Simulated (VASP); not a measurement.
Calculation: PBEsol GGA, VASP's PBE PAW potentials (set 64) (plane waves; VASP 6.6.1).

The input files of a VASP run:

INCAR:
```
# general
SYSTEM  = Tc
PREC    = Accurate
ENCUT   = 400
LREAL   = .False.
LASPH   = .True.

# electronic loop
EDIFF   = 1E-7
NELM    = 100
ALGO    = Normal
LMAXMIX = 4

# smearing
ISMEAR  = -5

# functional
GGA     = PS

# ions
ISIF    = 2

# output
LWAVE   = .False.
LCHARG  = .True.
LORBIT  = 11
NEDOS   = 601
```

File KPOINTS:
```
Automatic mesh
0
Gamma
16 16 16
0 0 0
```

POSCAR:
```
Tc
4.9964120
  0.5000000150   0.0000000000   0.0000000000
  0.0000000000   0.5000000150   0.0000000000
  0.0000000000   0.0000000000   0.5000000150
Tc
1
Cartesian
  0.0000000000   0.0000000000   0.0000000000
```

POTCAR, in this order: Tc_pv (PBE.64 set). Program: vasp_std.

Output of the run:

File OSZICAR:
```
       N       E                     dE             d eps       ncg     rms          rms(c)
DAV:   1     0.981766592304E+02    0.98177E+02   -0.70888E+03  3472   0.988E+02
DAV:   2    -0.913911150762E+01   -0.10732E+03   -0.10489E+03  3448   0.304E+02
DAV:   3    -0.106959150405E+02   -0.15568E+01   -0.15453E+01  3530   0.449E+01
DAV:   4    -0.107032539859E+02   -0.73389E-02   -0.74045E-02  3480   0.339E+00
DAV:   5    -0.107033109999E+02   -0.57014E-04   -0.57120E-04  3486   0.290E-01    0.166E+01
DAV:   6    -0.102166587827E+02    0.48665E+00   -0.10117E+00  3374   0.127E+01    0.588E+00
DAV:   7    -0.101638809402E+02    0.52778E-01   -0.14314E-01  3440   0.449E+00    0.119E+00
DAV:   8    -0.101594681931E+02    0.44127E-02   -0.60084E-03  3352   0.991E-01    0.576E-02
DAV:   9    -0.101593537628E+02    0.11443E-03   -0.14385E-04  3454   0.161E-01    0.224E-02
DAV:  10    -0.101593550155E+02   -0.12527E-05   -0.20522E-06  3450   0.155E-02    0.137E-03
DAV:  11    -0.101593551779E+02   -0.16239E-06   -0.18577E-07  2418   0.582E-03    0.768E-04
DAV:  12    -0.101593551456E+02    0.32353E-07   -0.11168E-08  1718   0.129E-03
   1 F= -.10159355E+02 E0= -.10159355E+02  d E =0.000000E+00
```

OUTCAR:
```
------------------------ aborting loop because EDIFF is reached ----------------------------------------
  FORCE on cell =-STRESS in cart. coord.  units (eV):
  Direction    XX          YY          ZZ          XY          YZ          ZX
  --------------------------------------------------------------------------------------
  Total       -0.0085855     -0.0085855     -0.0085855      0.0000000      0.0000000      0.0000000
  in kB       -0.8822469     -0.8822469     -0.8822469      0.0000000      0.0000000      0.0000000
  external PRESSURE =      -0.8822469 kB  Pullay stress =       0.0000000 kB
  volume of cell :       15.59
      direct lattice vectors                 reciprocal lattice vectors
     2.498206075  0.000000000  0.000000000     0.400287234  0.000000000  0.000000000
     0.000000000  2.498206075  0.000000000     0.000000000  0.400287234  0.000000000
     0.000000000  0.000000000  2.498206075     0.000000000  0.000000000  0.400287234
 POSITION                                       TOTAL-FORCE (eV/Angst)
 -----------------------------------------------------------------------------------
      0.00000      0.00000      0.00000         0.000000      0.000000      0.000000
 -----------------------------------------------------------------------------------
    total drift:                                0.000000     -0.000000      0.000000
  FREE ENERGIE OF THE ION-ELECTRON SYSTEM (eV)
  ---------------------------------------------------
  free  energy   TOTEN  =       -10.1593551456 eV

  energy  without entropy=      -10.1593551456  energy(sigma->0) =      -10.15935515

 total charge

# of ion       s       p       d       tot
------------------------------------------
    1        0.483   6.392   5.308  12.182
```
(Selected blocks of OUTCAR.)

**OUTCAR**
```
 val. band max:       11.5825884738   @ k =   0.3750   0.3125   0.0625

 cond. band min:      11.3452271947   @ k =   0.4375   0.0000   0.0000


 Fermi energy:        11.5331277192

 k-point     1 :       0.0000    0.0000    0.0000
  band No.  band energies     occupation
      1     -26.8273      2.00000
      2     -26.8273      2.00000
      3     -26.8273      2.00000
      4       4.3273      2.00000
      5       6.3191      2.00000
      6       6.3191      2.00000
      7      14.4549      0.00000
      8      14.4549      0.00000
      9      14.4549      0.00000
     10      28.0482      0.00000

 k-point     2 :       0.0625    0.0000    0.0000
  band No.  band energies     occupation
      1     -26.8901      2.00000
      2     -26.8221      2.00000
      3     -26.8221      2.00000
      4       4.4550      2.00000
      5       6.3499      2.00000
      6       6.4607      2.00000
      7      14.2926      0.00000
      8      14.2926      0.00000
      9      14.4668      0.00000
     10      27.3536      0.00000

 k-point     3 :       0.1250    0.0000    0.0000
  band No.  band energies     occupation
      1     -27.0651      2.00000
      2     -26.8078      2.00000
      3     -26.8078      2.00000
      4       4.7992      2.00000
      5       6.4387      2.00000
      6       6.8986      2.00000
      7      13.8572      0.00000
      8      13.8572      0.00000
      9      14.5009      0.00000
     10      25.8357      0.00000

 k-point     4 :       0.1875    0.0000    0.0000
  band No.  band energies     occupation
      1     -27.3213      2.00000
      2     -26.7854      2.00000
      3     -26.7854      2.00000
      4       5.2711      2.00000
      5       6.5751      2.00000
      6       7.6417      2.00000
      7      13.2658      0.00000
      8      13.2658      0.00000
      9      14.5524      0.00000
     10      24.1616      0.00000

 k-point     5 :       0.2500    0.0000    0.0000
...
```

For a metal the tetrahedron method with Blöchl corrections gives inexact stress and forces.

The structure was generated: Tc was put into the simple-cubic type (Pm-3m), which need not be its known phase. It was relaxed first.
